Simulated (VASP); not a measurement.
Given:

```
Al
1.0
    0.00000     1.99117     1.99117
    1.99117     0.00000     1.99117
    1.99117     1.99117     0.00000
Al
1
Direct
  0.00000   0.00000   0.00000
```

Method: r2SCAN meta-GGA, VASP's PBE PAW potentials (set 64) (plane waves; VASP). Settings: PREC = Normal, EDIFF = 1E-5, 400 eV cut-off, 18×18×18 Γ-centred mesh, first-order Methfessel-Paxton smearing of 0.10 eV, potentials Al.

What does the run give for the energy per atom (σ→0), band gap (on the k-mesh) with the smallest direct gap where there is one?

| Item | Result |
|---|---|
| band gap (on the k-mesh) | none (metal, semimetal or under 0.01 eV) |
| energy per atom (σ→0) | -6.735 eV/atom |

Only differences to runs with the same potentials and settings are physical.

The compound is Al in the fcc structure. It was relaxed first.
